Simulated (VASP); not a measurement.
Output of a VASP run:

File OSZICAR:
```
...
   3 F= -.22653459E+03 E0= -.22653264E+03  d E =-.510326E-01  mag=     1.0000
       N       E                     dE             d eps       ncg     rms          rms(c)
DAV:   1    -0.226535488166E+03   -0.89754E-03   -0.77886E-02   888   0.417E-01    0.152E-01
RMM:   2    -0.226535596509E+03   -0.10834E-03   -0.61989E-03   776   0.108E-01    0.714E-02
RMM:   3    -0.226535687308E+03   -0.90799E-04   -0.14497E-03   827   0.430E-02    0.778E-02
RMM:   4    -0.226535693334E+03   -0.60254E-05   -0.15759E-04   710   0.166E-02    0.568E-02
RMM:   5    -0.226535698450E+03   -0.51168E-05   -0.89211E-05   613   0.114E-02
   4 F= -.22653570E+03 E0= -.22653356E+03  d E =-.521405E-01  mag=     1.0000
       N       E                     dE             d eps       ncg     rms          rms(c)
DAV:   1    -0.226535742065E+03   -0.48732E-04   -0.14190E-03   896   0.561E-02    0.203E-02
RMM:   2    -0.226535748076E+03   -0.60108E-05   -0.75394E-05   622   0.131E-02    0.150E-02
RMM:   3    -0.226535748590E+03   -0.51426E-06   -0.93914E-06   421   0.468E-03    0.106E-02
RMM:   4    -0.226535748398E+03    0.19257E-06   -0.18595E-06   253   0.193E-03
   5 F= -.22653575E+03 E0= -.22653364E+03  d E =-.521905E-01  mag=     1.0000
       N       E                     dE             d eps       ncg     rms          rms(c)
DAV:   1    -0.226535458752E+03    0.28984E-03   -0.14460E-02   888   0.180E-01    0.639E-02
RMM:   2    -0.226535477052E+03   -0.18301E-04   -0.10948E-03   768   0.460E-02    0.317E-02
RMM:   3    -0.226535490975E+03   -0.13923E-04   -0.24658E-04   749   0.182E-02    0.336E-02
RMM:   4    -0.226535491412E+03   -0.43753E-06   -0.24760E-05   488   0.689E-03
   6 F= -.22653549E+03 E0= -.22653346E+03  d E =-.519335E-01  mag=     1.0000
       N       E                     dE             d eps       ncg     rms          rms(c)
DAV:   1    -0.226535750452E+03   -0.25948E-03   -0.71469E-03   888   0.128E-01    0.426E-02
RMM:   2    -0.226535775395E+03   -0.24943E-04   -0.54062E-04   755   0.328E-02    0.212E-02
RMM:   3    -0.226535781995E+03   -0.65992E-05   -0.89483E-05   690   0.123E-02    0.232E-02
RMM:   4    -0.226535782129E+03   -0.13485E-06   -0.80368E-06   410   0.452E-03
   7 F= -.22653578E+03 E0= -.22653370E+03  d E =-.522242E-01  mag=     1.0000
       N       E                     dE             d eps       ncg     rms          rms(c)
DAV:   1    -0.226538630282E+03   -0.28483E-02   -0.53282E-02   792   0.342E-01    0.124E-01
RMM:   2    -0.226538815399E+03   -0.18512E-03   -0.41265E-03   781   0.883E-02    0.518E-02
RMM:   3    -0.226538900209E+03   -0.84809E-04   -0.10715E-03   876   0.352E-02    0.563E-02
RMM:   4    -0.226538902434E+03   -0.22252E-05   -0.91896E-05   671   0.132E-02
   8 F= -.22653890E+03 E0= -.22653673E+03  d E =-.312030E-02  mag=     1.0000
       N       E                     dE             d eps       ncg     rms          rms(c)
DAV:   1    -0.226543318336E+03   -0.44181E-02   -0.47845E-01   764   0.102E+00    0.371E-01
RMM:   2    -0.226544848422E+03   -0.15301E-02   -0.36977E-02   782   0.264E-01    0.162E-01
RMM:   3    -0.226545581669E+03   -0.73325E-03   -0.97726E-03   880   0.106E-01    0.167E-01
RMM:   4    -0.226545608826E+03   -0.27157E-04   -0.89803E-04   839   0.405E-02    0.130E-01
RMM:   5    -0.226545620777E+03   -0.11951E-04   -0.47922E-04   807   0.257E-02    0.382E-02
RMM:   6    -0.226545616911E+03    0.38658E-05   -0.97723E-05   683   0.134E-02
   9 F= -.22654562E+03 E0= -.22654314E+03  d E =-.983478E-02  mag=     1.0000
```

File OUTCAR:
```
------------------------ aborting loop because EDIFF is reached ----------------------------------------
  FORCE on cell =-STRESS in cart. coord.  units (eV):
  Direction    XX          YY          ZZ          XY          YZ          ZX
  --------------------------------------------------------------------------------------
  Total       10.1809538     10.1888951     10.1816110     -0.0531242      0.0733553     -0.0734142
  in kB        7.2225652      7.2281989      7.2230315     -0.0376873      0.0520397     -0.0520814
  external PRESSURE =       7.2245986 kB  Pullay stress =       0.0000000 kB
  volume of cell :     2258.43
      direct lattice vectors                 reciprocal lattice vectors
    13.120061113  0.000000000  0.000000000     0.076219157  0.000000000  0.000000000
     0.000000000 13.120061113  0.000000000     0.000000000  0.076219157  0.000000000
     0.000000000  0.000000000 13.120061113     0.000000000  0.000000000  0.076219157
  FREE ENERGIE OF THE ION-ELECTRON SYSTEM (eV)
  ---------------------------------------------------
  free  energy   TOTEN  =      -226.5456169112 eV

  energy  without entropy=     -226.5406699413  energy(sigma->0) =     -226.54314343

 total charge

# of ion       s       p       d       tot
------------------------------------------
    1        1.356   2.032   0.013   3.401
    2        1.363   2.002   0.012   3.376
    3        1.355   2.032   0.013   3.400
    4        1.356   2.032   0.013   3.400
    5        1.356   2.032   0.013   3.400
    6        1.355   2.034   0.014   3.403
    7        1.356   2.032   0.013   3.400
    8        1.356   2.032   0.013   3.401
    9        1.355   2.032   0.013   3.400
   10        1.355   2.032   0.013   3.400
   11        1.355   2.034   0.014   3.403
   12        1.355   2.032   0.013   3.400
   13        1.356   2.032   0.013   3.401
   14        1.363   2.001   0.012   3.376
   15        1.356   2.032   0.013   3.401
   16        1.356   2.032   0.013   3.401
   17        1.355   2.032   0.013   3.400
   18        1.355   2.032   0.013   3.400
   19        1.363   2.001   0.012   3.376
   20        1.355   2.032   0.013   3.400
   21        1.356   2.029   0.014   3.399
   22        1.356   2.032   0.013   3.401
   23        1.356   2.032   0.013   3.401
   24        1.355   2.032   0.013   3.400
   25        1.355   2.032   0.013   3.400
   26        1.355   2.032   0.013   3.400
   27        1.355   2.034   0.014   3.403
   28        1.356   2.032   0.013   3.400
   29        1.356   2.032   0.013   3.400
   30        1.355   2.032   0.013   3.400
   31        1.355   2.032   0.013   3.400
   32        1.806   0.905   0.116   2.827
   33        1.807   0.901   0.116   2.824
   34        1.806   0.905   0.116   2.828
   35        1.803   0.906   0.117   2.825
   36        1.807   0.902   0.116   2.824
   37        1.770   0.968   0.112   2.850
   38        1.807   0.902   0.116   2.824
   39        1.806   0.905   0.116   2.827
   40        1.771   0.966   0.111   2.848
   41        1.771   0.965   0.111   2.848
   42        1.806   0.905   0.116   2.827
   43        1.807   0.902   0.116   2.824
   44        1.803   0.906   0.117   2.825
   45        1.806   0.905   0.116   2.827
   46        1.806   0.902   0.116   2.824
   47        1.806   0.905   0.116   2.828
   48        1.770   0.970   0.112   2.852
...
```
(Selected blocks of OUTCAR.)

**POSCAR**
```
Pb32SnTe31
1
   13.1200611128     0.0000000000     0.0000000000
    0.0000000000    13.1200611128    -0.0000000000
   -0.0000000000    -0.0000000000    13.1200611128
Te Pb Sn
31 32 1
Direct
  0.7500000000   0.2500000000   0.2500000000
  0.0000000000   0.5000000000   0.2500000000
  0.0000000000   0.2500000000   0.5000000000
  0.2500000000   0.2500000000   0.2500000000
  0.7500000000   0.7500000000   0.2500000000
  0.0000000000   0.0000000000   0.2500000000
  0.5000000000   0.2500000000   0.5000000000
  0.7500000000   0.5000000000   0.5000000000
  0.0000000000   0.7500000000   0.5000000000
  0.7500000000   0.2500000000   0.7500000000
  0.0000000000   0.5000000000   0.7500000000
  0.0000000000   0.2500000000   0.0000000000
  0.2500000000   0.7500000000   0.2500000000
  0.5000000000   0.0000000000   0.2500000000
  0.2500000000   0.5000000000   0.5000000000
  0.5000000000   0.7500000000   0.5000000000
  0.7500000000   0.0000000000   0.5000000000
  0.2500000000   0.2500000000   0.7500000000
  0.5000000000   0.5000000000   0.7500000000
  0.7500000000   0.7500000000   0.7500000000
  0.0000000000   0.0000000000   0.7500000000
  0.5000000000   0.2500000000   0.0000000000
  0.7500000000   0.5000000000   0.0000000000
  0.0000000000   0.7500000000   0.0000000000
  0.2500000000   0.0000000000   0.5000000000
  0.2500000000   0.7500000000   0.7500000000
  0.5000000000   0.0000000000   0.7500000000
  0.2500000000   0.5000000000   0.0000000000
  0.5000000000   0.7500000000   0.0000000000
  0.7500000000   0.0000000000   0.0000000000
  0.2500000000   0.0000000000   0.0000000000
  0.5000000000   0.0000000000   0.0000000000
  0.7500000000   0.2500000000   0.0000000000
  0.7500000000   0.0000000000   0.2500000000
  0.0000000000   0.0000000000   0.0000000000
  0.2500000000   0.2500000000   0.0000000000
  0.5000000000   0.5000000000   0.0000000000
  0.7500000000   0.7500000000   0.0000000000
  0.2500000000   0.0000000000   0.2500000000
  0.5000000000   0.2500000000   0.2500000000
  0.7500000000   0.5000000000   0.2500000000
  0.5000000000   0.0000000000   0.5000000000
  0.7500000000   0.2500000000   0.5000000000
  0.7500000000   0.0000000000   0.7500000000
  0.0000000000   0.5000000000   0.0000000000
  0.2500000000   0.7500000000   0.0000000000
  0.0000000000   0.2500000000   0.2500000000
  0.2500000000   0.5000000000   0.2500000000
  0.5000000000   0.7500000000   0.2500000000
  0.0000000000   0.0000000000   0.5000000000
  0.2500000000   0.2500000000   0.5000000000
  0.5000000000   0.5000000000   0.5000000000
  0.7500000000   0.7500000000   0.5000000000
  0.2500000000   0.0000000000   0.7500000000
  0.5000000000   0.2500000000   0.7500000000
  0.7500000000   0.5000000000   0.7500000000
  0.0000000000   0.7500000000   0.2500000000
  0.0000000000   0.5000000000   0.5000000000
  0.2500000000   0.7500000000   0.5000000000
  0.0000000000   0.2500000000   0.7500000000
  0.2500000000   0.5000000000   0.7500000000
  0.5000000000   0.7500000000   0.7500000000
  0.0000000000   0.7500000000   0.7500000000
  0.4979370000   0.5013720000   0.2494760000
```

### Question
Write an INCAR and KPOINTS that could have produced this output.

### Answer
Several could match; the one computed here: the input of the run itself, PBE GGA, plane waves, VASP's PBE PAW potentials (set 64).

INCAR:
```
# general
SYSTEM  = Pb32SnTe31
PREC    = Normal
ENCUT   = 400   # plane-wave cut-off (eV)
LREAL   = Auto   # projection in real space or not
LASPH   = .TRUE.   # aspherical one-centre terms
ISYM    = 0
NELECT  = 317.0

# electronic loop
EDIFF   = 1E-5
NELM    = 100   # most electronic steps
NELMIN  = 4
ALGO    = Fast
LMAXMIX = 4

# smearing
ISMEAR  = 0   # Gaussian
SIGMA   = 0.05   # width (eV)

# functional
GGA     = PE   # PBE

# spin
ISPIN   = 2
MAGMOM  = 64*0.0156
NUPDOWN = 1

# ions
IBRION  = 2   # conjugate gradients
NSW     = 60   # most ionic steps
ISIF    = 2   # forces and stress, cell fixed
EDIFFG  = -0.03   # ionic stop

# output
LWAVE   = .FALSE.
LCHARG  = .FALSE.
LORBIT  = 10
```

**KPOINTS**
```
kpoints
0
G
  1 1 1
```

POTCAR, in this order: Te Pb Sn (PBE.64 set). Program: vasp_gam.

The cell is charged, with a uniform compensating background. The supercell is sampled at Γ alone, which is coarse: total energies, pressure and levels can be off, energies of defects by several tenths of an eV.

The cell is a supercell with a defect, built from PbTe (rock salt): Sn_Te, charge +1.
